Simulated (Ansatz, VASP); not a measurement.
# ZnSe (Stilleite) in two plane-wave programs

Aim: how closely do two programs agree when they are given the same cell, functional and k mesh? The cell is taken from a series of runs on this material, whose earlier steps may have relaxed, scaled, displaced or heated it; both programs get it as it stands.

Program: Ansatz 0.2.0. Level of theory: plane waves, with VASP 6.6.1 beside it; single point at HSE06, spin-orbit coupling. Results are calculated unless marked as measured.

## 1. The starting structure

The structure is cubic, space group F-43m (No. 216). Conventional cell: a = 5.668 Å, b = 5.668 Å, c = 5.668 Å, α = 90.00°, β = 90.00°, γ = 90.00°. Nearest to Zn lie 4 Se at 2.45 Å. Nearest to Se lie 4 Zn at 2.45 Å. Farther neighbours and most contacts between anions are not listed.

## 2. VASP: single point, HSE06, spin-orbit coupling

With cell and atoms fixed, the geometry can't cause a difference; cores, projectors, grids and the points listed under the comparison can.

Lines of VASP's logs that name or quote its potential files are left out, and so is its time.

The run reads the wave functions of an earlier VASP run, which isn't shown here.

INCAR

```
SYSTEM = ZnSe
PREC = Accurate
ENCUT = 400
EDIFF = 1E-06
NELM = 100
ISMEAR = 0
SIGMA = 0.01
LREAL = .FALSE.
ALGO = Normal
LHFCALC = .TRUE.
AEXX = 0.25
GGA = PE
HFSCREEN = 0.208
LASPH = .TRUE.
LNONCOLLINEAR = .TRUE.
MAGMOM = 0 0 0 0 0 0
NBANDS = 30
GGA_COMPAT = .FALSE.
LSORBIT = .TRUE.
PRECFOCK = Fast
LORBIT = 11
LWAVE = .FALSE.
LCHARG = .FALSE.
KPAR = 8
ISIF = 2
```

POSCAR

```
ZnSe
1.0
    0.0000000000      2.8338000000      2.8338000000
    2.8338000000      0.0000000000      2.8338000000
    2.8338000000      2.8338000000      0.0000000000
Zn Se
1 1
Direct
    0.0000000000      0.0000000000      0.0000000000
    0.2500000000      0.2500000000      0.2500000000
```

KPOINTS

```
Automatic mesh
0
Gamma
4 4 4
0 0 0
```

The projector-augmented-wave data sets are Zn and Se (PBE family, release 64).

Started as:

```
$ mpirun -np 8 vasp_ncl
```

Numbers of over 12 decimals in the logs are rounded to 6 here.

What it wrote:

```text
[banner, memory and clock lines left out]
running    8 mpi-ranks, on    1 nodes
 distrk:  each k-point on    1 cores,    8 groups
 distr:  one band on    1 cores,    1 groups

 POSCAR found type information on POSCAR ZnSe
 POSCAR found :  2 types and       2 ions
|                                                                             |
|           W    W    AA    RRRRR   N    N  II  N    N   GGGG   !!!           |
|           W    W   A  A   R    R  NN   N  II  NN   N  G    G  !!!           |
|           W    W  A    A  R    R  N N  N  II  N N  N  G       !!!           |
|           W WW W  AAAAAA  RRRRR   N  N N  II  N  N N  G  GGG   !            |
|           WW  WW  A    A  R   R   N   NN  II  N   NN  G    G                |
|           W    W  A    A  R    R  N    N  II  N    N   GGGG   !!!           |
|                                                                             |
|     For optimal performance we recommend to set                             |
|       NCORE = 2 up to number-of-cores-per-socket                            |
|     NCORE specifies how many cores store one orbital (NPAR=cpu/NCORE).      |
|     This setting can greatly improve the performance of VASP for DFT.       |
|     The default, NCORE=1 might be grossly inefficient on modern             |
|     multi-core architectures or massively parallel machines. Do your        |
|     Unfortunately you need to use the default for GW and RPA                |
|     calculations (for HF NCORE is supported but not extensively tested      |
|     yet).                                                                   |
|                                                                             |

 LDA part: xc-table for (Slater+PW92), standard interpolation
 found WAVECAR, reading the header
 POSCAR, INCAR and KPOINTS ok, starting setup
 FFT: planning ... GRIDC
 FFT: planning ... GRID_SOFT
 FFT: planning ... GRID
 reading WAVECAR
 the WAVECAR file was read successfully
 initial charge from wavefunction
 entering main loop
       N       E                     dE             d eps       ncg     rms          rms(c)
DAV:   1    -0.740952323227E+01   -0.74095E+01   -0.61142E-01   800   0.240E+01    0.217E+00
DAV:   2    -0.739312548796E+01    0.16398E-01   -0.21598E-01   724   0.878E+00    0.113E+00
DAV:   3    -0.739383660099E+01   -0.71111E-03   -0.21038E-02   746   0.217E+00    0.694E-01
DAV:   4    -0.739366073140E+01    0.17587E-03   -0.20324E-03   650   0.590E-01    0.403E-01
DAV:   5    -0.739354879799E+01    0.11193E-03   -0.14411E-04   688   0.116E-01    0.228E-01
DAV:   6    -0.739351372861E+01    0.35069E-04   -0.34043E-05   654   0.658E-02    0.126E-01
DAV:   7    -0.739350083538E+01    0.12893E-04   -0.43764E-06   666   0.192E-02    0.683E-02
DAV:   8    -0.739349583119E+01    0.50042E-05   -0.18498E-06   672   0.110E-02    0.364E-02
DAV:   9    -0.739349399328E+01    0.18379E-05   -0.65477E-07   526   0.667E-03    0.192E-02
DAV:  10    -0.739349361224E+01    0.38105E-06   -0.23538E-07   352   0.422E-03
   1 F= -.73934936E+01 E0= -.73934936E+01  d E =-.774526E-77  mag=    -0.0000    -0.0000    -0.0000
```

OUTCAR, selected parts (step 2):

```text
ion  position               nearest neighbor table
   1  0.000  0.000  0.000-   2 2.45   2 2.45   2 2.45   2 2.45
   2  0.250  0.250  0.250-   1 2.45   1 2.45   1 2.45   1 2.45

  LATTYP: Found a face centered cubic cell.
 ALAT       =     5.6676000000

 Subroutine GETGRP returns: Found 24 space group operations
 (whereof 24 operations were pure point group operations)

The static configuration has the point symmetry T_d .

 Found     10 irreducible k-points:

   k-points           NKPTS =     10   k-points in BZ     NKDIM =     64   number of bands    NBANDS=     30

   dimension x,y,z NGX =    28 NGY =   28 NGZ =   28
   dimension x,y,z NGXF=    56 NGYF=   56 NGZF=   56

   ENCUT  =  400.0 eV  29.40 Ry    5.42 a.u.   6.54  6.54  6.54*2*pi/ulx,y,z

   NELECT =      18.0000    total number of electrons

 k-points in reciprocal lattice and weights: Automatic mesh
   0.00000000  0.00000000  0.00000000       0.016
   0.25000000  0.00000000  0.00000000       0.062
  -0.25000000  0.00000000  0.00000000       0.062
   0.50000000  0.00000000  0.00000000       0.062
   0.25000000  0.25000000  0.00000000       0.094
   0.50000000  0.25000000  0.00000000       0.188
   0.50000000 -0.25000000  0.00000000       0.188
  -0.25000000  0.25000000  0.00000000       0.188
   0.50000000  0.50000000  0.00000000       0.047
  -0.25000000  0.50000000  0.25000000       0.094

  exchange ACFDT corr.  =         0.00000000  see jH, gK, PRB 81, 115126

 average (electrostatic) potential at core
       1 -29.5799       2 -52.2039

 E-fermi :   1.2423

 k-point     1 :       0.0000    0.0000    0.0000
  band No.  band energies     occupation
    ...
     14       0.6908      1.00000
     15       1.1124      1.00000
     16       1.1124      1.00000
     17       1.1124      1.00000
     18       1.1124      1.00000
     19       3.3983      0.00000
     20       3.3983      0.00000
     21       7.8200      0.00000
     22       7.8200      0.00000
     23       7.9604      0.00000
    ...

 k-point     2 :       0.2500    0.0000    0.0000
  band No.  band energies     occupation
    ...
     14      -2.2546      1.00000
     15       0.3440      1.00000
     16       0.3440      1.00000
     17       0.6004      1.00000
     18       0.6113      1.00000
     19       4.8564      0.00000
     20       4.8564      0.00000
     21       8.5267      0.00000
     22       8.5267      0.00000
     23       8.6169      0.00000
    ...

 k-point     3 :      -0.2500    0.0000    0.0000
  band No.  band energies     occupation
    ...
     14      -2.2546      1.00000
     15       0.3440      1.00000
     16       0.3440      1.00000
     17       0.6004      1.00000
     18       0.6113      1.00000
     19       4.8564      0.00000
     20       4.8564      0.00000
     21       8.5267      0.00000
     22       8.5267      0.00000
     23       8.6169      0.00000
    ...

  Total        0.3317413      0.3317413      0.3317413     -0.0000000      0.0000000     -0.0000000
  in kB       11.6781108     11.6781108     11.6781108     -0.0000000      0.0000000     -0.0000000
  external PRESSURE =      11.6781108 kB  Pullay stress =       0.0000000 kB

  energy-cutoff  :      400.00
  volume of cell :       45.51
      direct lattice vectors                 reciprocal lattice vectors
     0.000000000  2.833800000  2.833800000    -0.176441527  0.176441527  0.176441527
     2.833800000  0.000000000  2.833800000     0.176441527 -0.176441527  0.176441527
     2.833800000  2.833800000  0.000000000     0.176441527  0.176441527 -0.176441527

 POSITION                                       TOTAL-FORCE (eV/Angst)
 -----------------------------------------------------------------------------------
      0.00000      0.00000      0.00000        -0.000000     -0.000000     -0.000000
      1.41690      1.41690      1.41690         0.000000      0.000000      0.000000
 -----------------------------------------------------------------------------------
    total drift:                                0.000005      0.000001      0.000010

  FREE ENERGIE OF THE ION-ELECTRON SYSTEM (eV)
  ---------------------------------------------------
  free  energy   TOTEN  =        -7.3934936122 eV

  energy  without entropy=       -7.3934936122  energy(sigma->0) =       -7.39349361

 Spin-Orbit-Coupling matrix elements
 Ion:    1  E_soc:     -0.0077251
 Ion:    2  E_soc:     -0.0346269

 total charge
# of ion       s       p       d       tot
------------------------------------------
    1        0.491   0.441   9.823  10.755
    2        1.439   2.508   0.026   3.974
--------------------------------------------------
tot          1.930   2.950   9.849  14.729

 magnetization (x)
# of ion       s       p       d       tot
------------------------------------------
    1        0.000  -0.000   0.000   0.000
    2        0.000  -0.000  -0.000  -0.000
--------------------------------------------------
tot          0.000  -0.000   0.000  -0.000

 magnetization (y)
# of ion       s       p       d       tot
------------------------------------------
    1        0.000   0.000   0.000   0.000
    2        0.000   0.000   0.000   0.000
--------------------------------------------------
tot          0.000   0.000   0.000   0.000

 magnetization (z)
# of ion       s       p       d       tot
------------------------------------------
    1        0.000   0.000   0.000   0.000
    2        0.000  -0.000   0.000  -0.000
--------------------------------------------------
tot          0.000   0.000   0.000   0.000

[... 3 further parts left out ...]
```

The k-mesh is coarse for exact exchange; levels may shift by about 0.1 eV on a finer one.

[end of part 1 of 2]

[Lines on the potential files, build, host, timing and source positions are cut from VASP's logs without a mark.]

[Logs are printed without paths, hosts, clocks, repeated set-up lines and the standing remarks that a program may print on its own settings, such as how far it seeks lower states.]

[Hosts, paths, dates, database ids (printed as entryN), source tags and the programs' standing remarks are cut or masked in the printed files.]
